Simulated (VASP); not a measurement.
Data:

```
CELL_PARAMETERS angstrom
      4.05463     0.00000     0.00000
      0.00000     4.05463     0.00000
      0.00000     0.00000     4.05463
ATOMIC_POSITIONS crystal
  K  0.00000 0.00000 0.00000
  Ta 0.50000 0.50000 0.50000
  O  0.50000 0.00000 0.50000
  O  0.00000 0.50000 0.50000
  O  0.50000 0.50000 0.00000
```

All values below come from PBE GGA with D4 dispersion, VASP's PBE PAW potentials (set 64) (plane waves; VASP). Numerical set-up: 520 eV cut-off, 6×6×6 Γ-centred mesh, Gaussian smearing of 0.050 eV, potentials K_sv Ta_pv O.

Q: Give the stress tensor in GPa (positive for a compressed cell).

A: 
```
-5.37   0.00   0.00
 0.00  -5.37   0.00
 0.00   0.00  -5.37
```
The pressure is its mean diagonal, -5.37 GPa.

The compound is KTaO3 in the cubic perovskite structure. This cell is one point of a volume scan, at 1.03 of the reference volume.
